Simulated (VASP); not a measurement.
Input:

```xyz
1
Lattice="-2.0553 2.0553 2.0553 2.0553 -2.0553 2.0553 2.0553 2.0553 -2.0553" Properties=species:S:1:pos:R:3 pbc="T T T"
La     0.0000     0.0000     0.0000
```

The numbers are results of PBEsol GGA, VASP's PBE PAW potentials (set 64) (plane waves; VASP), not measurements. Numerical set-up: 400 eV cut-off, 11×11×11 Γ-centred mesh, first-order Methfessel-Paxton smearing of 0.10 eV, potentials La.

Question: Estimate the energy per atom (σ→0), band gap (on the k-mesh) with the smallest direct gap where there is one.

Answer: 
```yaml
band gap (on the k-mesh): none (metal, semimetal or under 0.01 eV)
energy per atom (σ→0): -5.196 eV/atom
```

Total energies compare only between runs with the same potentials, cut-off and functional.

The structure was generated: La was put into the bcc type (Im-3m), which need not be its known phase. It was relaxed first, which changed the volume by -7 %. The start is the result of an earlier pass.
